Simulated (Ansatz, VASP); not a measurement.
**W8Cl (W(110)-(2x1)-Cl, hollow site) in two plane-wave programs**

One calculation is typed for both programs; each brings its own data sets. How far apart do they land? Of the first pair: The structure shown is the start of the Ansatz relaxation below; VASP solves that cell, so the two are compared at the walk's first step.

Calculated with Ansatz 0.2.0; plane waves, with VASP 6.6.1 beside it; single point at PBE.

## (1) The structure

The cell holds 9 atoms: 8 W and 1 Cl. Cell: a = 5.473 Å, b = 2.737 Å, c = 25.926 Å, α = 90.0°, β = 90.0°, γ = 70.5°. Vacuum lies along c.

## (2) Ansatz: relaxation, PBE

Ansatz runs on its default PAW (the set named soft_2) files.

The two programs are compared at the cell with which this relaxation starts, whose forces are those of its first step.

input.yaml

```yaml
crystal:
  lattice:
    - [5.4732805519, 0.0, 0.0]
    - [0.9122134253, 2.5801291957, 0.0]
    - [0.0, 0.0, 25.9259188611]
  atoms:
    - { symbol: W, position: [0.0, 0.0, 0.3278572322] }
    - { symbol: W, position: [0.5, 0.0, 0.3278572322] }
    - { symbol: W, position: [0.25, 0.5, 0.4140434708] }
    - { symbol: W, position: [0.75, 0.5, 0.4140434708] }
    - { symbol: W, position: [0.0, 0.0, 0.5002297094] }
    - { symbol: W, position: [0.5, 0.0, 0.5002297094] }
    - { symbol: W, position: [0.25, 0.5, 0.586415948] }
    - { symbol: W, position: [0.75, 0.5, 0.586415948] }
    - { symbol: Cl, position: [0.42, 0.84, 0.6721427678] }
kpoints:
  mp_grid: { grid: [6, 11, 1] }
hamiltonian:
  xc: pbe
scf:
  occupations: { method: fermi_dirac, width: 0.1 }
  convergence: { dr2_threshold: 1.0e-08 }
efield:
  axis: 3
  dipole_correction: true
  ramp_position: 0.97
  ramp_width: 0.06
relax:
  f_tol: 0.015
  max_steps: 90
  constraints: [{ sites: [0, 1, 2, 3] }]
output:
  write_potential: true
  write_density: true
  volumetric_format: npy
```

Started as:

```console
ansatz run input.yaml --threads 4 --pin off --max-ram 6144MiB --backend cpu --events-out ev --progress --plain --runs-dir out
```

Numbers of over 12 decimals in the logs are rounded to 6 here.

The log of the run:

```text
Engine: ansatz 0.2.0, aarch64-unknown-linux-gnu
Pseudopotentials: kind: paw
Pseudopotential: W, paw, valence charge 14, recommended cutoff 420 eV (normal), W.paw.azcp
Pseudopotential: Cl, paw, valence charge 7, recommended cutoff 420 eV (normal), Cl.paw.azcp
Functional definition: PBE
  parameter kappa = 0.804
  parameter beta = 0.066725
  exchange = pbe_x(kappa = kappa, mu = beta*pi^2/3)
  correlation = pbe_c(beta = beta)
Crystal: 9 atoms, lattice volume = 366.120 Å³
Basis set: ecut = 420 eV, 7219 PW (Γ), exchange–correlation on 80×40×360 points (8 copies of the dense FFT grid, shifted against one another)
Bands: 72, of which v1, the nominal top of the filled ones, is band 60 counted from 1 (59 counted from 0)
Symmetry: 1 space group operations
Space group: P1 (ITA 1), of the structure as read, at distance tolerance 7.2e-5 Å
k-points: 34 of 66 (time reversal used)
Non-local potential: W, projectors of the file, l = 0: 3, l = 1: 2, l = 2: 2, l = 3: 1
Non-local potential: Cl, projectors of the file, l = 0: 2, l = 1: 2, l = 2: 2
PAW form: soft (Blöchl's): semilocal exchange-correlation on the pseudo side does not see the compensation charge
PAW one-centre angular grid: W, 590 points (default); XC on 64 Gauss nodes
PAW one-centre angular grid: Cl, 110 points (default); XC on 64 Gauss nodes
Initial density: superposition of atomic densities (neutral atoms: chi_scale 0, normalization atom), corrected by the library's trained network
Initial wavefunctions: pseudopotential atomic-orbital guess
Functional: x = pbe(κ = 0.804, μ = 0.219515), c = pbe(β = 0.066725)
SCF iter   1: F=—  HF=-84154.104668 eV  |F-HF|=—  |Δ(HF+E_count)|=         —  Δρ=8.30e-3  dr2=2.90e0  ethr=1.77e-3  p=-0.013 e·Å  D=-6.29e-3 V/Å  ΔV_dip=0.16 eV  dr2_dipole=1.27e-1  V_vac-E_F(+/−)=5.23/5.07 eV  ⟨swp⟩=9.1  Hψ=11886  notcnv=0
efield: sawtooth ramp at fractional position 0.9700 (set: `efield.ramp_position`, or a place that a band, a saddle search or an elastic batch's reference lends), width 0.0600; the density the first Hamiltonian is built on has a dipole p = -0.013 e·Å; the dipole correction subtracts the counter field D = -6.29e-3 V/Å, which shifts the + side's vacuum level by +0.16 eV against the − side's; the planar-averaged density in the ramp window peaks in size at 2.2e-5 e/Å³
preconditioner: auto → LDOS  [metal: Δε(μ)=0.043 eV  Ē_g=5.312 eV  σ=0.100 eV  W_gap=0.11  n_scr=48 (ndim 8)  ℏωp=14.4 eV  f_vac=0.542  D(μ)=5.69/eV (n_scr^D=30)  β→1.0]
SCF iter   2: F=—  HF=-84154.004422 eV  |F-HF|=—  |Δ(HF+E_count)|=   1.00e-1  Δρ=4.06e-3  dr2=4.71e-1  ethr=1.77e-3  p=-0.015 e·Å  D=-7.44e-3 V/Å  ΔV_dip=0.19 eV  dr2_dipole=1.87e-5  V_vac-E_F(+/−)=5.10/4.90 eV  ⟨swp⟩=2.8  Hψ=3225  notcnv=0
SCF iter   3: F=—  HF=-84153.980160 eV  |F-HF|=—  |Δ(HF+E_count)|=   2.43e-2  Δρ=5.01e-4  dr2=2.46e-3  ethr=3.96e-4  p=-0.021 e·Å  D=-1.02e-2 V/Å  ΔV_dip=0.27 eV  dr2_dipole=5.85e-6  V_vac-E_F(+/−)=5.17/4.90 eV  ⟨swp⟩=2.2  Hψ=3040  notcnv=0
SCF iter   4: F=—  HF=-84153.981069 eV  |F-HF|=—  |Δ(HF+E_count)|=   9.08e-4  Δρ=2.22e-4  dr2=6.11e-4  ethr=2.06e-6  p=-0.020 e·Å  D=-1.00e-2 V/Å  ΔV_dip=0.26 eV  dr2_dipole=2.36e-7  V_vac-E_F(+/−)=5.16/4.90 eV  ⟨swp⟩=3.4  Hψ=5191  notcnv=0
SCF iter   5: F=—  HF=-84153.981074 eV  |F-HF|=—  |Δ(HF+E_count)|=   5.61e-6  Δρ=7.99e-5  dr2=4.60e-5  ethr=5.14e-7  p=-0.021 e·Å  D=-1.02e-2 V/Å  ΔV_dip=0.26 eV  dr2_dipole=1.32e-6  V_vac-E_F(+/−)=5.16/4.89 eV  ⟨swp⟩=2.0  Hψ=3364  notcnv=0
SCF iter   6: F=—  HF=-84153.981059 eV  |F-HF|=—  |Δ(HF+E_count)|=   1.51e-5  Δρ=3.66e-5  dr2=1.92e-5  ethr=3.87e-8  p=-0.021 e·Å  D=-1.02e-2 V/Å  ΔV_dip=0.26 eV  dr2_dipole=1.20e-8  V_vac-E_F(+/−)=5.16/4.89 eV  ⟨swp⟩=3.4  Hψ=5113  notcnv=0
SCF iter   7: F=—  HF=-84153.981056 eV  |F-HF|=—  |Δ(HF+E_count)|=   3.11e-6  Δρ=1.00e-5  dr2=1.16e-6  ethr=1.61e-8  p=-0.021 e·Å  D=-1.02e-2 V/Å  ΔV_dip=0.27 eV  dr2_dipole=8.61e-10  V_vac-E_F(+/−)=5.16/4.89 eV  ⟨swp⟩=2.1  Hψ=3262  notcnv=0
SCF iter   8: F=—  HF=-84153.980768 eV  |F-HF|=—  |Δ(HF+E_count)|=   2.88e-4  Δρ=4.03e-6  dr2=1.47e-7  ethr=9.71e-10  p=-0.021 e·Å  D=-1.02e-2 V/Å  ΔV_dip=0.27 eV  dr2_dipole=3.00e-9  V_vac-E_F(+/−)=5.16/4.89 eV  ⟨swp⟩=2.8  Hψ=4740  notcnv=0
SCF iter   9: F=-84153.980768 eV  HF=-84153.980768 eV  |F-HF|=1.29e-8  |Δ(HF+E_count)|=   8.15e-9  Δρ=1.16e-6  dr2=7.47e-9  ethr=8.40e-12  p=-0.021 e·Å  D=-1.03e-2 V/Å  ΔV_dip=0.27 eV  dr2_dipole=2.42e-11  V_vac-E_F(+/−)=5.16/4.89 eV  ⟨swp⟩=9.4  Hψ=20605  notcnv=0
SCF 1 converged in 9 iterations: F = -84153.980768 eV  dr2 = 7.47e-9
  greatest PAW one-centre occupation: 1.000 electrons in one spin orbital (limit 2), on the W atom at site 0 (counted from 0), in its partial waves of l = 0
relax step   1: F+E_penalty+E_count = -84153.98076847 eV  Δ(F+E_penalty+E_count) = +0.000e0 eV  max|allowed force component| = 1.671e0 eV/Å  Δτ_max = 0.0000 Å  (9 SCF iters, accepted)
[...]
relax step   6: F+E_penalty+E_count = -84154.35620079 eV  Δ(F+E_penalty+E_count) = -5.837e-3 eV  max|allowed force component| = 5.871e-2 eV/Å  Δτ_max = 0.0325 Å  (7 SCF iters, accepted)
[...]
relax step   7: F+E_penalty+E_count = -84154.35699494 eV  Δ(F+E_penalty+E_count) = -7.942e-4 eV  max|allowed force component| = 4.386e-3 eV/Å  Δτ_max = 0.0118 Å  (7 SCF iters, accepted)
NSCF: frozen V_eff on 34 k-points
the band table was solved once a step of the walk had ended and its energy, with any forces and stress, was formed, with the checks that follow a solve (11725 applications of the Hamiltonian). They found nothing against the state; the energy, forces and stress were not computed again (output.eigenvalues in the input reference)
SCF converged after 7 iterations
Free energy (F): -84154.356995 eV
Harris-Foulkes:  -84154.356995 eV  (|F-HF|=5.47e-9)
Internal energy: -84154.172210 eV  (E = F + TS)
E sigma→0 (E₀):  -84154.264602 eV
Entropy (-TS):   -0.184785 eV (-20.532 meV/atom)
Fermi energy:    5.549223 eV
Dipole field:    D = 0.027335 V/Å  (p = 0.055307 e·Å, saw-weighted, corrected)
Work function:   Φ+ = 4.1894 eV   Φ− = 4.8981 eV
Levels:          The Fermi level and band energies are counted from a zero that moves with the ramp; work functions are not
--- Per-component energies (eV) ---
  E_band       = -2574.324245
  E_kinetic    = 3753.677198
  E_local      = -161623.733722  (includes V_loc(G=0)·N_el)
  E_nonlocal   = 36.995142
  E_hartree    = 79138.867179
  E_xc         = -2236.938793
  E_vxc        = -2024.909550  (∫ρ·V_xc dr)
  E_paw        = -69159.345776  (= ΣΔE_a)
  E_vpaw       = -996.654200  (= ΣTr[D̂ρ^β])
  E_aug_tail   = -0.000379  (compensation charges beyond the density's cutoff)
  E_efield     = 0.000756  (sawtooth field / dipole correction)
  E_vefield    = 2.569229  (∫n·V_field dr)
  E_ewald      = 65936.306186
  E_smearing   = -0.184785  (= −TS)
  E_closure    = -0.000000  (closes the sum)
  Σ components = -84154.356995   (vs F -84154.356995, Δ=0.00e0)
--- Forces (eV/Å), atoms counted from 1 ---
  atom   1  W     -0.00858576     0.00515729     0.41122798
  atom   2  W     -0.01915158    -0.01628491     0.33476972
  atom   3  W      0.05542362     0.04619570    -0.36712480
  atom   4  W     -0.02429531    -0.03525739    -0.38199817
  atom   5  W     -0.00342010     0.00085699     0.00060384
  atom   6  W      0.00102996     0.00218718     0.00086571
  atom   7  W     -0.00272054     0.00165819    -0.00055577
  atom   8  W      0.00154385    -0.00438556     0.00322265
  atom   9  Cl     0.00018102    -0.00012972    -0.00101170
  max |Σ_I F_I| component: 5.16e-6 eV/Å
--- Band table (eV; the first three rows and the last of 34) ---
  k-point 0: bands = [... 56 lower, 4.4990, 4.9063, 5.4228, 6.0496, 6.3191, 6.3640, 7.2373, 7.3674, ... 8 higher]
  k-point 1: bands = [... 56 lower, 4.4836, 4.8834, 5.1979, 5.4926, 5.6758, 6.5063, 6.6880, 6.9268, ... 8 higher]
  k-point 2: bands = [... 56 lower, 4.2114, 4.4706, 4.5755, 5.1150, 5.5836, 6.0062, 6.1305, 6.8161, ... 8 higher]
  k-point 33: bands = [... 56 lower, 4.6348, 4.8053, 4.8787, 5.3829, 5.5965, 5.8978, 6.1017, 6.7466, ... 8 higher]
--- Relaxed structure (7 steps of the walk, 6 accepted, 0 SCFs on fresh bases) ---
  F+E_penalty+E_count = -84154.35699494 eV   max|allowed force component| = 4.386e-3 eV/Å
  atoms:
    - { symbol: W, position: [0.0, 0.0, 0.3278572322] }
    - { symbol: W, position: [0.5, 0.0, 0.3278572322] }
    - { symbol: W, position: [0.250000, 0.500000, 0.414043] }
    - { symbol: W, position: [0.750000, 0.500000, 0.414043] }
    - { symbol: W, position: [0.00176751, 0.00263193, 0.501010] }
    - { symbol: W, position: [0.499912, 0.00257073, 0.501963] }
    - { symbol: W, position: [0.245595, 0.491355, 0.587972] }
    - { symbol: W, position: [0.759528, 0.529778, 0.586215] }
    - { symbol: Cl, position: [0.444480, 0.807908, 0.660473] }
```

## (3) VASP: single point, PBE, start cell, pair 1

The same cell, functional, mesh and smearing now go to VASP, with its own data sets.

Lines of VASP's logs that name or quote its potential files are left out, and so is its time.

INCAR

```
SYSTEM = W8Cl
PREC = Accurate
ENCUT = 520
EDIFF = 1E-06
NELM = 120
ISMEAR = -1
SIGMA = 0.1
LREAL = .FALSE.
ALGO = Normal
GGA = PE
NBANDS = 36
LASPH = .TRUE.
LORBIT = 11
LWAVE = .FALSE.
LCHARG = .FALSE.
ISIF = 2
LDIPOL = .TRUE.
IDIPOL = 3
DIPOL = 0.5 0.5 0.48
LVHAR = .TRUE.
GGA_COMPAT = .FALSE.
NELMDL = -8
KPAR = 2
```

POSCAR

```
W8Cl
1.0
    5.4732805519      0.0000000000      0.0000000000
    0.9122134253      2.5801291957      0.0000000000
    0.0000000000      0.0000000000     25.9259188611
W Cl
8 1
Direct
    0.0000000000      0.0000000000      0.3278572322
    0.4999999496      0.0000000000      0.3278572322
    0.2500000013      0.5000001559      0.4140434543
    0.7499999509      0.5000001559      0.4140434543
    0.0000000000      0.0000000000      0.5002297149
    0.4999999496      0.0000000000      0.5002297149
    0.2500000013      0.5000001559      0.5864159369
    0.7499999509      0.5000001559      0.5864159369
    0.4199999494      0.8400001843      0.6721427732
```

KPOINTS

```
Automatic mesh
0
Gamma
6 11 1
0 0 0
```

The projector-augmented-wave data sets are W and Cl (PBE family, release 64).

Started as:

```console
mpirun -np 2 vasp_std
```

The log of the run:

```text
[banner, memory and clock lines left out]
running    2 mpi-ranks, on    1 nodes
 distrk:  each k-point on    1 cores,    2 groups
 distr:  one band on    1 cores,    1 groups

 POSCAR found type information on POSCAR W Cl
 POSCAR found :  2 types and       9 ions
 LDA part: xc-table for (Slater+PW92), standard interpolation
 POSCAR, INCAR and KPOINTS ok, starting setup
 FFT: planning ... GRIDC
 FFT: planning ... GRID_SOFT
 FFT: planning ... GRID
 WAVECAR not read
 entering main loop
       N       E                     dE             d eps       ncg     rms          rms(c)
DAV:   1     0.315931297286E+03    0.31593E+03   -0.20718E+04  2448   0.121E+03
DAV:   2    -0.677881316344E+02   -0.38372E+03   -0.37166E+03  3668   0.271E+02
DAV:   3    -0.105393845550E+03   -0.37606E+02   -0.36408E+02  2844   0.812E+01
DAV:   4    -0.107995112697E+03   -0.26013E+01   -0.25507E+01  3928   0.186E+01
DAV:   5    -0.108075531399E+03   -0.80419E-01   -0.79987E-01  3844   0.357E+00
DAV:   6    -0.108078191451E+03   -0.26601E-02   -0.26500E-02  4176   0.523E-01
DAV:   7    -0.108078302040E+03   -0.11059E-03   -0.11014E-03  3876   0.942E-02
DAV:   8    -0.108078310435E+03   -0.83944E-05   -0.83606E-05  4056   0.187E-02    0.532E+01
DAV:   9    -0.104220225484E+03    0.38581E+01   -0.18160E+01  3744   0.163E+01    0.275E+01
DAV:  10    -0.119253419858E+03   -0.15033E+02   -0.11003E+02  4304   0.453E+01    0.193E+01
DAV:  11    -0.125987392990E+03   -0.67340E+01   -0.32876E+02  4772   0.479E+01    0.216E+01
DAV:  12    -0.990969680073E+02    0.26890E+02   -0.18214E+02  4424   0.427E+01    0.507E+00
DAV:  13    -0.101966651212E+03   -0.28697E+01   -0.32488E+01  3840   0.176E+01    0.331E+00
DAV:  14    -0.101901071106E+03    0.65580E-01   -0.16045E+00  3996   0.527E+00    0.233E+00
[...]
DAV:  25    -0.101840183289E+03    0.89281E-05   -0.22756E-04  4416   0.598E-02    0.474E-02
DAV:  26    -0.101840252885E+03   -0.69595E-04   -0.12746E-04  3416   0.458E-02    0.449E-02
DAV:  27    -0.101840273662E+03   -0.20777E-04   -0.27251E-05  3576   0.243E-02    0.489E-02
DAV:  28    -0.101840294937E+03   -0.21276E-04   -0.45071E-06  2872   0.902E-03    0.445E-02
DAV:  29    -0.101840302981E+03   -0.80435E-05   -0.12069E-05  3088   0.157E-02    0.282E-02
DAV:  30    -0.101840306810E+03   -0.38291E-05   -0.30925E-05  3872   0.226E-02    0.124E-02
DAV:  31    -0.101840307947E+03   -0.11368E-05   -0.46221E-06  2532   0.980E-03    0.838E-03
DAV:  32    -0.101840307948E+03   -0.10591E-08   -0.10175E-07  1620   0.150E-03
   1 F= -.10184031E+03 E0= -.10174703E+03  d E =-.186555E+00
```

OUTCAR, selected parts (step 3):

```text
ion  position               nearest neighbor table
   1  0.000  0.000  0.328-   3 2.74   2 2.74   4 2.74   2 2.74   4 3.16   2 3.16   3 3.16   2 3.16

  LATTYP: Found a simple monoclinic cell.
 ALAT       =     2.7366402759
 B/A-ratio  =     9.4736305276
 C/A-ratio  =     1.9148542155
 COS(beta)  =    -0.1740776560

 Subroutine GETGRP returns: Found  1 space group operations
 (whereof  1 operations were pure point group operations)

The static configuration has the point symmetry C_1 .

 Found     34 irreducible k-points:

   k-points           NKPTS =     34   k-points in BZ     NKDIM =     34   number of bands    NBANDS=     36

   dimension x,y,z NGX =    42 NGY =   20 NGZ =  196
   dimension x,y,z NGXF=    84 NGYF=   40 NGZF=  392

   ENCUT  =  520.0 eV  38.22 Ry    6.18 a.u.  10.18  5.09 48.21*2*pi/ulx,y,z

   NELECT =      55.0000    total number of electrons

 k-points in reciprocal lattice and weights: Automatic mesh
   0.00000000  0.00000000  0.00000000       0.015
   0.16666667  0.00000000  0.00000000       0.030
   0.33333333  0.00000000  0.00000000       0.030
   0.50000000  0.00000000  0.00000000       0.015
   0.00000000  0.09090909  0.00000000       0.030
   0.16666667  0.09090909  0.00000000       0.030
   0.33333333  0.09090909  0.00000000       0.030
   0.50000000  0.09090909  0.00000000       0.030
  -0.33333333  0.09090909  0.00000000       0.030
[...]
-0.33333333  0.45454545  0.00000000       0.030
  -0.16666667  0.45454545  0.00000000       0.030

 dipolmoment           0.000000      0.000000      0.018396 electrons x Angstroem

 average (electrostatic) potential at core
       1 -45.6799       2 -45.6735       3 -45.7816       4 -45.7729       5 -45.7065
       6 -45.7614       7 -45.8917       8 -45.7645       9 -96.2341

 E-fermi :  -0.0150

 k-point     1 :       0.0000    0.0000    0.0000
  band No.  band energies     occupation
    ...
     23      -1.2476      1.99999
     24      -1.1594      1.99998
     25      -0.7328      1.99848
     26      -0.4353      1.97055
     27      -0.0145      0.99757
     28       0.5820      0.00510
     29       0.8003      0.00058
     30       0.8510      0.00035
     31       1.6732      0.00000
     32       1.7945      0.00000
    ...

 k-point     2 :       0.1667    0.0000    0.0000
  band No.  band energies     occupation
    ...
     23      -1.3775      2.00000
     24      -1.1247      1.99997
     25      -0.6661      1.99703
     26      -0.4601      1.97694
     27      -0.2195      1.77098
     28       0.1251      0.39528
     29       0.2559      0.12492
     30       0.9949      0.00008
     31       1.4925      0.00000
     32       1.6084      0.00000
    ...

 k-point     3 :       0.3333    0.0000    0.0000
  band No.  band energies     occupation
    ...
     25      -0.8873      1.99967
     26      -0.8824      1.99966
     27      -0.5385      1.98941
     28      -0.4278      1.96829
     29      -0.0664      1.25136
     30       1.0547      0.00005
     31       1.4009      0.00000
     32       1.4737      0.00000
     33       1.5751      0.00000
     34       1.6477      0.00000
    ...

  Total       -6.2797803     -2.8262211     -7.9712789      3.2631179     -0.4346768      0.0726651
  in kB      -27.4809480    -12.3678267    -34.8831154     14.2797309     -1.9021891      0.3179899
  external PRESSURE =     -24.9106300 kB  Pullay stress =       0.0000000 kB

  energy-cutoff  :      520.00
  volume of cell :      366.12
      direct lattice vectors                 reciprocal lattice vectors
     5.473280552  0.000000000  0.000000000     0.182705781 -0.064596248  0.000000000
     0.912213425  2.580129196  0.000000000     0.000000000  0.387577491  0.000000000
     0.000000000  0.000000000 25.925918861     0.000000000  0.000000000  0.038571439

 POSITION                                       TOTAL-FORCE (eV/Angst)
 -----------------------------------------------------------------------------------
      0.00000      0.00000      8.50000        -0.003159      0.001824      0.566563
      2.73664      0.00000      8.50000        -0.016876     -0.017285      0.522144
      1.82443      1.29007     10.73446        -0.015951      0.015083     -0.646324
      4.56107      1.29007     10.73446         0.019507     -0.012593     -0.682533
      0.00000      0.00000     12.96892         0.030453     -0.032283      0.564435
      2.73664      0.00000     12.96892        -0.063252     -0.074457      0.646523
      1.82443      1.29007     15.20337         0.033722     -0.049345      1.002364
      4.56107      1.29007     15.20337         0.069088      0.513815     -0.252054
      3.06504      2.16731     17.42592        -0.053531     -0.344759     -1.721116
 -----------------------------------------------------------------------------------
    total drift:                                0.000260      0.000009     -0.001113

  FREE ENERGIE OF THE ION-ELECTRON SYSTEM (eV)
  ---------------------------------------------------
  free  energy   TOTEN  =      -101.8403079478 eV

  energy  without entropy=     -101.6537533876  energy(sigma->0) =     -101.74703067

 vacuum level on the upper side and lower side of the slab         5.142         4.903

 total charge
# of ion       s       p       d       tot
------------------------------------------
    1        0.677   0.538   4.030   5.244
    2        0.677   0.537   4.032   5.246
    3        0.678   0.705   4.181   5.564
    4        0.679   0.706   4.180   5.565
    5        0.676   0.712   4.188   5.577
    6        0.676   0.704   4.184   5.565
    7        0.636   0.561   4.085   5.283
    8        0.651   0.547   4.062   5.260
    9        1.618   3.443   0.000   5.062
--------------------------------------------------
tot          6.968   8.454  32.943  48.364

[... 3 further parts left out ...]
```

This run has no spin polarisation, so a moment on W, if there is one, isn't seen. Its electron count is odd, so without a moment it is a metal by construction.

## (4) Side by side

Known differences besides the potentials themselves: the data sets hold 119 valence electrons in Ansatz (on its default PAW (the set named soft_2) files) and 55 in VASP; the cutoff is 420 eV in Ansatz and 520 eV in VASP. Total energies have different zeros and are not compared.

Forces (eV/Å; atoms numbered as in POSCAR):

```csv
atom,"Ansatz x, y, z","VASP x, y, z"
W1,"-0.003, 0.002, 0.392","-0.003, 0.002, 0.567"
W2,"-0.017, -0.018, 0.347","-0.017, -0.017, 0.522"
W3,"-0.016, 0.015, -0.618","-0.016, 0.015, -0.646"
W4,"0.019, -0.013, -0.655","0.020, -0.013, -0.683"
W5,"0.028, -0.033, 0.530","0.030, -0.032, 0.564"
W6,"-0.063, -0.074, 0.621","-0.063, -0.074, 0.647"
W7,"0.029, -0.048, 1.145","0.034, -0.049, 1.002"
W8,"0.071, 0.509, -0.092","0.069, 0.514, -0.252"
Cl9,"-0.049, -0.341, -1.671","-0.054, -0.345, -1.721"
```

The forces differ by 65 meV/Å r.m.s., which is 13.0 % of the r.m.s. force of 0.496 eV/Å (both taken over all components). With vacuum in the cell, a pressure given here is an average over mostly empty space and none of the material.

## (5) What the set-up changes

Further runs change the set-up of one program: Ansatz's method, potentials or start, or VASP's data sets, cutoff or form of LDA. The table gives that difference for each run.

```csv
run,r.m.s. force difference (meV/Å)
as above,65
VASP with the data sets W_sv and Cl and a cutoff of 400 eV,10
```

(Part 1 of 2 ends here.)

[Lines on the potential files, build, host, timing and source positions are cut from VASP's logs without a mark.]

[Logs are printed without paths, hosts, clocks, repeated set-up lines and the standing remarks that a program may print on its own settings, such as how far it seeks lower states.]

[Hosts, paths, dates, database ids (printed as entryN), source tags and the programs' standing remarks are cut or masked in the printed files.]
